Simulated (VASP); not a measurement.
Output of a VASP run:

**OUTCAR**
```
 ion  position               nearest neighbor table
   1  0.000  0.000  0.000-   2 2.38   2 2.38   2 2.38   3 2.38   3 2.38   3 2.38
   2  0.752  0.752  0.752-   1 2.38   1 2.38   1 2.38
   3  0.581  0.581  0.581-   1 2.38   1 2.38   1 2.38
  LATTYP: Found a trigonal (rhomboedric) cell.
 ALAT       =     6.3080503977
 COS(alpha) =     0.8774852202
 Subroutine PRICEL returns:
 Original cell was already a primitive cell.
 Subroutine GETGRP returns: Found  6 space group operations
The static configuration has the point symmetry C_3v.
The dynamic configuration has the point symmetry C_3v.
 Subroutine INISYM returns: Found  6 space group operations
 Subroutine IBZKPT returns following result:
 Found     32 irreducible k-points:

 Following reciprocal coordinates:
            Coordinates               Weight
  0.000000  0.000000  0.000000      1.000000
  0.166667 -0.000000  0.000000      6.000000
  0.333333  0.000000  0.000000      6.000000
  0.500000 -0.000000  0.000000      3.000000
  0.166667  0.166667  0.000000      6.000000
  0.333333  0.166667  0.000000     12.000000
  0.500000  0.166667  0.000000     12.000000
 -0.333333  0.166667 -0.000000     12.000000
 -0.166667  0.166667  0.000000      6.000000
  0.333333  0.333333  0.000000      6.000000
  0.500000  0.333333  0.000000     12.000000
 -0.333333  0.333333  0.000000      6.000000
  0.500000  0.500000  0.000000      3.000000
  0.166667  0.166667  0.166667      2.000000
  0.333333  0.166667  0.166667      6.000000
  0.500000  0.166667  0.166667      6.000000
 -0.333333  0.166667  0.166667      6.000000
 -0.166667  0.166667  0.166667      6.000000
  0.333333  0.333333  0.166667      6.000000
  0.500000  0.333333  0.166667     12.000000
 -0.333333  0.333333  0.166667     12.000000
 -0.166667  0.333333  0.166667     12.000000
  0.500000  0.500000  0.166667      6.000000
 -0.333333  0.500000  0.166667     12.000000
 -0.166667  0.500000  0.166667      6.000000
 -0.333333 -0.333333  0.166667      6.000000
  0.333333  0.333333  0.333333      2.000000
  0.500000  0.333333  0.333333      6.000000
 -0.333333  0.333333  0.333333      6.000000
  0.500000  0.500000  0.333333      6.000000
 -0.333333  0.500000  0.333333      6.000000
  0.500000  0.500000  0.500000      1.000000
   k-points           NKPTS =     32   k-points in BZ     NKDIM =     32   number of bands    NBANDS=     17
   number of dos      NEDOS =    301   number of ions     NIONS =      3
   total plane-waves  NPLWV =  46656
   dimension x,y,z NGX =    36 NGY =   36 NGZ =   36
   dimension x,y,z NGXF=    72 NGYF=   72 NGZF=   72
   ions per type =               1   2
   PREC   = accura    normal or accurate (medium, high low for compatibility)
   ISTART =      0    job   : 0-new  1-cont  2-samecut
   ICHARG =      2    charge: 1-file 2-atom 10-const
   ISPIN  =      1    spin polarized calculation?
   LNONCOLLINEAR =      F non collinear calculations
   LSORBIT =      F    spin-orbit coupling
   INIWAV =      1    electr: 0-lowe 1-rand  2-diag
   ENCUT  =  300.0 eV  22.05 Ry    4.70 a.u.   8.91  8.91  8.91*2*pi/ulx,y,z
   NELM   =    100;   NELMIN=  2; NELMDL= -5     # of ELM steps
   EDIFF  = 0.1E-05   stopping-criterion for ELM
   LREAL  =      F    real-space projection
   NLSPLINE    = F    spline interpolate recip. space projectors
   LMAXMIX     =    4 max onsite mixed and CHGCAR
   VOSKOWN=      0    Vosko Wilk Nusair interpolation
   EDIFFG = 0.1E-04   stopping-criterion for IOM
   NSW    =      0    number of steps for IOM
   NBLOCK =      1;   KBLOCK =      1    inner block; outer block
   IBRION =     -1    ionic relax: 0-MD 1-quasi-New 2-CG
   NFREE  =      0    steps in history (QN), initial steepest desc. (CG)
   ISIF   =      2    stress and relaxation
   ISYM   =      2    0-nonsym 1-usesym 2-fastsym
   TEIN   =    0.0    initial temperature
   TEBEG  =    0.0;   TEEND  =   0.0 temperature during run
   SMASS  =  -3.00    Nose mass-parameter (am)
...
```

File OSZICAR:
```
       N       E                     dE             d eps       ncg     rms          rms(c)
DAV:   1     0.111465188985E+03    0.11147E+03   -0.10531E+04  1232   0.956E+02
DAV:   2    -0.175326305794E+02   -0.12900E+03   -0.12659E+03  1500   0.270E+02
DAV:   3    -0.207921717508E+02   -0.32595E+01   -0.32407E+01  1288   0.413E+01
DAV:   4    -0.208295341398E+02   -0.37362E-01   -0.37317E-01  1456   0.429E+00
DAV:   5    -0.208299284459E+02   -0.39431E-03   -0.39429E-03  1329   0.405E-01    0.256E+01
DAV:   6    -0.196506969431E+02    0.11792E+01   -0.11457E+01  1214   0.231E+01    0.989E+00
DAV:   7    -0.193984470486E+02    0.25225E+00   -0.37584E+00  1219   0.123E+01    0.581E+00
DAV:   8    -0.193158738618E+02    0.82573E-01   -0.48736E-01  1187   0.477E+00    0.205E+00
DAV:   9    -0.193174222089E+02   -0.15483E-02   -0.19804E-02  1331   0.937E-01    0.559E-01
DAV:  10    -0.193160652204E+02    0.13570E-02   -0.10500E-02  1166   0.756E-01    0.166E-01
DAV:  11    -0.193160884490E+02   -0.23229E-04   -0.36535E-04  1213   0.143E-01    0.634E-02
DAV:  12    -0.193160831349E+02    0.53142E-05   -0.16641E-04  1248   0.933E-02    0.455E-02
DAV:  13    -0.193161019945E+02   -0.18860E-04   -0.31586E-05  1111   0.365E-02    0.102E-02
DAV:  14    -0.193161022599E+02   -0.26536E-06   -0.24960E-06  1203   0.997E-03
   1 F= -.19316102E+02 E0= -.19316102E+02  d E =-.419295E-11
```

File OUTCAR:
```
------------------------ aborting loop because EDIFF is reached ----------------------------------------
  FORCE on cell =-STRESS in cart. coord.  units (eV):
  Direction    XX          YY          ZZ          XY          YZ          ZX
  --------------------------------------------------------------------------------------
  Total        2.9263341      2.9263331      2.8211380      0.0000000      0.0000000      0.0000000
  in kB       91.8548602     91.8548298     88.5528558      0.0000000      0.0000000      0.0000000
  external PRESSURE =      90.7541819 kB  Pullay stress =       0.0000000 kB
  volume of cell :       51.04
      direct lattice vectors                 reciprocal lattice vectors
     1.561257000  0.901392000  6.044954000     0.320254769  0.184899208  0.055142410
    -1.561257000  0.901392000  6.044954000    -0.320254769  0.184899208  0.055142410
     0.000000000 -1.802784000  6.044954000     0.000000000 -0.369798415  0.055142410
 POSITION                                       TOTAL-FORCE (eV/Angst)
 -----------------------------------------------------------------------------------
      0.00000      0.00000      0.00000         0.000000      0.000000      0.008973
      0.00000      0.00000     13.64286         0.000000     -0.000000      0.557149
      0.00000      0.00000     10.53635         0.000000      0.000000     -0.566122
 -----------------------------------------------------------------------------------
    total drift:                               -0.000000      0.000005      0.000027
  FREE ENERGIE OF THE ION-ELECTRON SYSTEM (eV)
  ---------------------------------------------------
  free  energy   TOTEN  =       -19.3161022599 eV

  energy  without entropy=      -19.3161022599  energy(sigma->0) =      -19.31610226
```
(Selected blocks of OUTCAR.)

**POSCAR**
```
MoS2
1
    1.5612570000     0.9013920000     6.0449540000
   -1.5612570000     0.9013920000     6.0449540000
    0.0000000000    -1.8027840000     6.0449540000
Mo S
1 2
Direct
  0.0000000000   0.0000000000   0.0000000000
  0.7523000000   0.7523000000   0.7523000000
  0.5810000000   0.5810000000   0.5810000000
```

### Question
Write an INCAR and KPOINTS that could have produced this output.

### Answer
One answer among several that fit: the input of the run itself, PBE GGA + U (Dudarev), plane waves, VASP's PBE PAW potentials (set 64).

File KPOINTS:
```
Automatic mesh
0
Gamma
6 6 6
0 0 0
```

### INCAR
```
# general
SYSTEM  =MoS2
PREC    =Accurate
ENCUT   =300
LREAL   =F
LASPH   =T

# electronic loop
EDIFF   =1E-6   # SCF stop (eV)
NELM    =100   # most electronic steps
ALGO    =Normal   # blocked Davidson
LMAXMIX =4

# smearing
ISMEAR  =0
SIGMA   =0.1

# functional
GGA     =PE   # PBE

# DFT+U
LDAU    =T
LDAUTYPE=2   # Dudarev
LDAUL   =2 -1
LDAUU   =2.0 0
LDAUJ   =0 0

# ions
ISIF    =2   # forces and stress, cell fixed

# output
LWAVE   =F
LCHARG  =F
```

POTCAR, in this order: Mo_sv S (PBE.64 set). Program: vasp_std.

At this cut-off the stress carries a Pulay error, which pulls relaxed volumes low.

The structure was generated: MoS2 was put into an ordered model structure, which need not be its known phase. The cell was not relaxed at this level. The run is one of a series of settings (LDAU = .TRUE., LDAUJ = 0 0, LDAUL = 2 -1, LDAUTYPE = 2, LDAUU = 2.0 0 against the base run), some of them coarse on purpose.
